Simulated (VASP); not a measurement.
Mg6MnAl:

```
CELL_PARAMETERS angstrom
4.87302 0.00000 0.00000
0.00000 3.12181 5.37019
0.00000 -3.12181 5.37019
ATOMIC_POSITIONS crystal
Mn 0.50000 0.67446 0.67446
Al 0.00000 0.82284 0.82284
Mg 0.50000 0.16650 0.16650
Mg 0.50000 0.66937 0.16072
Mg 0.50000 0.16072 0.66937
Mg 0.00000 0.33260 0.33260
Mg 0.00000 0.82899 0.34453
Mg 0.00000 0.34453 0.82899
```

The cell comes from a database or a generator and needn't be the stable form of this composition.

```yaml
Program: VASP 6.6.1
Task: single point
Functional: PBE
Potentials_or_basis: VASP PAW PBE potentials, release 64 (Mn_pv, Al, Mg)
Cutoff: 520 eV
k_mesh: 6 × 5 × 5
Occupations: fermi-dirac, width 0.05 eV
Spin: collinear spin, ferromagnetic start
Starting_moments: "[4.0, 0.0, 0.0, 0.0, 0.0, 0.0, 0.0, 0.0] μB"
```

On this cell: pressure -0.4 GPa; largest force 0.038 eV/Å; net moment 3.30 μB per cell; site moments Mn +3.54; Al -0.03; Mg -0.02, +0.01 μB; band gap on the k mesh none (metal or under the smearing width).

The same run follows on a disturbed copy (atoms moved at random, drawn with an rms of 0.05 Å):

```
CELL_PARAMETERS angstrom
4.87302 0.00000 0.00000
0.00000 3.12181 5.37019
0.00000 -3.12181 5.37019
ATOMIC_POSITIONS crystal
Mn 0.50742 0.67088 0.67804
Al 0.99644 0.82032 0.82156
Mg 0.49792 0.16311 0.16442
Mg 0.50624 0.67558 0.15039
Mg 0.50377 0.16784 0.65965
Mg 0.99512 0.32736 0.33567
Mg 0.98967 0.84025 0.33494
Mg 0.00099 0.34678 0.82620
```

**Question.** What does the disturbed cell give?

**Answer.** The energy (extrapolated to zero smearing) moves by +4.6 meV/atom; pressure -0.3 GPa; largest force 0.368 eV/Å; net moment 3.29 μB per cell; site moments Mn +3.54; Al -0.03; Mg -0.02, +0.01 μB; band gap on the k mesh none (metal or under the smearing width).

Forces in eV/Å, atoms in the order of the input:
```
Mn  -0.126  0.138 -0.016
Al   0.131  0.055  0.022
Mg  -0.065  0.104  0.082
Mg  -0.228 -0.138 -0.013
Mg  -0.120 -0.113  0.044
Mg   0.154  0.176  0.057
Mg   0.222 -0.256 -0.141
Mg   0.031  0.035 -0.035
```

Stress tensor (GPa, compression positive):
```
 0.31 -0.06 -0.02
-0.06 -0.79 -0.03
-0.02 -0.03 -0.45
```
